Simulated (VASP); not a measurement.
```
CELL_PARAMETERS angstrom
      0.00000     3.57643     3.57643
      3.57643     0.00000     3.57643
      3.57643     3.57643     0.00000
ATOMIC_POSITIONS crystal
  Ba 0.00000 0.00000 0.00000
  Te 0.50000 0.50000 0.50000
```

Computed with PW91 GGA, VASP's PBE PAW potentials (set 64) (plane waves; VASP). Numerical set-up: 520 eV cut-off, 7×7×7 Γ-centred mesh, Gaussian smearing of 0.050 eV, potentials Ba_sv Te.

Q: Predict the energy per atom (σ→0).

A: 
- energy per atom (σ→0): -4.362 eV/atom

Total energies compare only between runs with the same potentials, cut-off and functional.

The compound is BaTe in the rock salt structure. This cell is one point of a volume scan, at 1.03 of the reference volume.
